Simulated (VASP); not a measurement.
Input:

```xyz
3
Lattice="0.0000 2.2332 2.2332 2.2332 0.0000 2.2332 2.2332 2.2332 0.0000" Properties=species:S:1:pos:R:3 pbc="T T T"
Li     1.1166     1.1166     1.1166
Li     3.3498     3.3498     3.3498
O      0.0000     0.0000     0.0000
```

Computed with PBE GGA, VASP's PBE PAW potentials (set 64) (plane waves; VASP). Numerical set-up: 620 eV cut-off, 9×9×9 Γ-centred mesh, Gaussian smearing of 0.050 eV, potentials Li_sv O.

Energy and stress use the plane-wave basis of the starting cell.

The ions, cell shape and volume at an external pressure of 20.0 GPa are relaxed. What does this cell relax into?

```xyz
3
Lattice="0.0000 2.1792 2.1792 2.1792 0.0000 2.1792 2.1792 2.1792 0.0000" Properties=species:S:1:pos:R:3 pbc="T T T"
Li     1.0896     1.0896     1.0896
Li     3.2688     3.2688     3.2688
O      0.0000     0.0000     0.0000
```
Space group Fm-3m (225), at a tolerance of 0.03 Å.

How do energy and volume change from the first to the last step?

The energy (σ→0) changes by +48.3 meV/atom and the volume by -7.1 %, in 3 ionic steps.

```
step  E(σ→0) (eV)  max force (eV/Å)  pressure (GPa)  volume (Å³)
----  -----------  ----------------  --------------  -----------
1        -14.2722             0.000           10.03        22.27
2        -14.1421             0.000           19.09        20.82
3        -14.1274             0.000           19.93        20.70
```

The compound is Li2O in the antifluorite structure. This run relaxes it under an external pressure of 20 GPa. Symmetry was kept, so distortions that lower it aren't found.
